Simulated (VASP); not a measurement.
Crystal: CuAu.

```
Cu Au
1.0
     2.89203    0.00000    0.00000
     0.00000    2.89203    0.00000
     0.00000    0.00000    3.58760
Cu Au
1 1
Direct
  0.50000 0.50000 0.50000
  0.00000 0.00000 0.00000
```

- Program: VASP 6.6.1
- Task: relaxation of cell and atoms
- Functional: LDA
- Potentials or basis: VASP PAW LDA potentials, release 64 (Cu, Au)
- Cutoff: 600 eV
- k mesh: 14 × 14 × 12
- Occupations: gaussian, width 0.1 eV
- Spin: no spin polarisation

At the start: pressure -12.4 GPa; volume 15.00 Å³/atom.

**Question.** Where does the relaxation end?

**Answer.** Over 10 steps the energy falls by 49.5 meV/atom and the volume is 13.82 Å³/atom (-7.9 %); space group P4/mmm (No. 123, to 0.05 Å).

Step by step:
| step | energy change (eV) | largest force (eV/Å) | pressure (GPa) | volume (Å³) |
| --- | --- | --- | --- | --- |
| 1 | 0.0000 | 0.0000 | -12.38 | 30.01 |
| 2 | 0.0510 | 0.0000 | 21.90 | 25.25 |
| 3 | -0.0989 | 0.0000 | -0.25 | 27.70 |
| 4 | -0.0989 | 0.0000 | -0.20 | 27.66 |
| 5 | -0.0982 | 0.0000 | 1.32 | 27.47 |
| 6 | -0.0989 | 0.0000 | 0.81 | 27.61 |
| 7 | -0.0981 | 0.0000 | -1.43 | 27.86 |
| 8 | -0.0989 | 0.0000 | -0.07 | 27.67 |
| 9 | -0.0989 | 0.0000 | -0.20 | 27.67 |
| 10 | -0.0989 | 0.0000 | 0.01 | 27.64 |

Final structure:
```xyz
2
Lattice="2.8132 0.0000 0.0000 0.0000 2.8132 0.0000 0.0000 0.0000 3.4925" Properties=species:S:1:pos:R:3 pbc="T T T"
Cu    1.4066    1.4066    1.7462
Au    2.8132    0.0000    3.4925
```
